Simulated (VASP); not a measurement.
An input for Ansatz (written as the equivalent of a VASP run, and not itself run):

Ansatz 0.2 input:
```yaml
crystal:
  lattice:
    - [2.8417903, 0.0000000, 0.0000000]
    - [0.0000000, 2.8417903, 0.0000000]
    - [0.0000000, 0.0000000, 2.8417903]
  atoms:
    - { symbol: Ga, position: [0.5000000, 0.5000000, 0.4648109] }
    - { symbol: Co, position: [0.0000000, 0.0000000, 0.0000000] }
kpoints:
  mp_grid: { grid: [12, 12, 12] }
hamiltonian:
  xc: r2scan
  pseudopotentials: { kind: paw }
scf:
  occupations: { method: methfessel_paxton, width: 0.1 }
  max_iter: 100
output: { forces: true, stress: true, eigenvalues: true }
```

**Question.** Write the VASP files for the same calculation (r2SCAN).

**Answer.** One answer among several that fit: 
**INCAR**
```
# general
SYSTEM  = CoGa
PREC    = Accurate
ENCUT   = 480
LREAL   = .FALSE.
LASPH   = .TRUE.

# electronic loop
EDIFF   = 1E-7
NELM    = 100
ALGO    = Normal
LMAXMIX = 4
LMIXTAU = .TRUE.

# smearing
ISMEAR  = 1
SIGMA   = 0.1

# functional
METAGGA = R2SCAN

# ions
ISIF    = 2

# output
LWAVE   = .FALSE.
LCHARG  = .FALSE.
```

### POSCAR
```
CoGa
1
    2.8417902753     0.0000000000     0.0000000000
    0.0000000000     2.8417902753     0.0000000000
    0.0000000000     0.0000000000     2.8417902753
Ga Co
1 1
Direct
  0.5000000000   0.5000000000   0.4648109148
  0.0000000000   0.0000000000   0.0000000000
```

File KPOINTS:
```
Automatic mesh
0
Gamma
12 12 12
0 0 0
```

POTCAR, in this order: Ga_d Co (PBE.64 set). Program: vasp_std.

What does not carry over: each code has its own PAW files, so the cut-off isn't converted (ENCUT is set for VASP's; basis.ecutwfc is left out, and Ansatz then takes the one that its files recommend); Ansatz stops its SCF on the density residual and VASP on the energy change (EDIFF).

The compound is CoGa in the CsCl type structure. This cell was strained or had an atom moved on purpose.
